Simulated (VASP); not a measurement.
Output of a VASP run:

File OSZICAR:
```
       N       E                     dE             d eps       ncg     rms          rms(c)
DAV:   1     0.152792124205E+03    0.15279E+03   -0.90871E+03   812   0.134E+03
DAV:   2     0.488482861123E+01   -0.14791E+03   -0.14522E+03   836   0.333E+02
DAV:   3    -0.668848800439E+01   -0.11573E+02   -0.11542E+02  1088   0.999E+01
DAV:   4    -0.698753473075E+01   -0.29905E+00   -0.29895E+00   978   0.193E+01
DAV:   5    -0.699826097386E+01   -0.10726E-01   -0.10726E-01  1128   0.325E+00    0.288E+00
DAV:   6    -0.683799905812E+01    0.16026E+00   -0.40024E-01  1030   0.457E+00    0.176E+00
DAV:   7    -0.683719081593E+01    0.80824E-03   -0.11400E-01   988   0.178E+00    0.936E-01
DAV:   8    -0.684220251637E+01   -0.50117E-02   -0.14962E-02   866   0.142E+00    0.155E-01
DAV:   9    -0.684202269578E+01    0.17982E-03   -0.17164E-03  1110   0.482E-01    0.717E-02
DAV:  10    -0.684219518689E+01   -0.17249E-03   -0.34402E-04   830   0.119E-01    0.238E-02
DAV:  11    -0.684222213012E+01   -0.26943E-04   -0.89530E-05   930   0.890E-02    0.122E-02
DAV:  12    -0.684222268476E+01   -0.55463E-06   -0.46428E-06  1052   0.167E-02    0.104E-02
DAV:  13    -0.684222243959E+01    0.24516E-06   -0.28658E-06   848   0.113E-02    0.382E-03
DAV:  14    -0.684222269490E+01   -0.25531E-06   -0.57216E-07  1034   0.768E-03    0.311E-03
DAV:  15    -0.684222277285E+01   -0.77953E-07   -0.11662E-07   618   0.263E-03
   1 F= -.68422228E+01 E0= -.68422228E+01  d E =0.000000E+00
```

OUTCAR:
```
------------------------ aborting loop because EDIFF is reached ----------------------------------------
  FORCE on cell =-STRESS in cart. coord.  units (eV):
  Direction    XX          YY          ZZ          XY          YZ          ZX
  --------------------------------------------------------------------------------------
  Total        0.0032274      0.0032274      0.0032274      0.0000000      0.0000000     -0.0000000
  in kB        0.0702753      0.0702753      0.0702753      0.0000000      0.0000000     -0.0000000
  external PRESSURE =       0.0702753 kB  Pullay stress =       0.0000000 kB
  volume of cell :       73.58
      direct lattice vectors                 reciprocal lattice vectors
     0.000000000  3.325905138  3.325905138    -0.150335015  0.150335015  0.150335015
     3.325905138  0.000000000  3.325905138     0.150335015 -0.150335015  0.150335015
     3.325905138  3.325905138  0.000000000     0.150335015  0.150335015 -0.150335015
  FREE ENERGIE OF THE ION-ELECTRON SYSTEM (eV)
  ---------------------------------------------------
  free  energy   TOTEN  =        -6.8422227729 eV

  energy  without entropy=       -6.8422227729  energy(sigma->0) =       -6.84222277

 total charge

# of ion       s       p       d       tot
------------------------------------------
    1        1.368   1.994   0.013   3.375
    2        1.472   0.526   9.831  11.829
--------------------------------------------------
tot          2.840   2.520   9.844  15.204
```
(Selected blocks of OUTCAR.)

### POSCAR
```
PbTe
1
    0.0000000000     3.3259051378     3.3259051378
    3.3259051378     0.0000000000     3.3259051378
    3.3259051378     3.3259051378     0.0000000000
Te Pb
1 1
Direct
  0.5000000000   0.5000000000   0.5000000000
  0.0000000000   0.0000000000   0.0000000000
```

Task: Reconstruct the remaining input files.

Result: Several could match; the one computed here: the input of the run itself, RPBE GGA, plane waves, VASP's PBE PAW potentials (set 64).

**INCAR**
```
ALGO = Normal
EDIFF = 1E-7
ENCUT = 520
GGA = RP
ISIF = 2
ISMEAR = -5
LASPH = T
LCHARG = T
LMAXMIX = 4
LORBIT = 11
LREAL = F
LWAVE = F
NEDOS = 601
NELM = 100
PREC = Accurate
SYSTEM = PbTe
```

### KPOINTS
```
Automatic
0
gamma
8 8 8
0 0 0
```

POTCAR, in this order: Te Pb_d (PBE.64 set). Program: vasp_std.

The compound is PbTe in the rock salt structure. It was relaxed first, which changed the volume by +9 %.
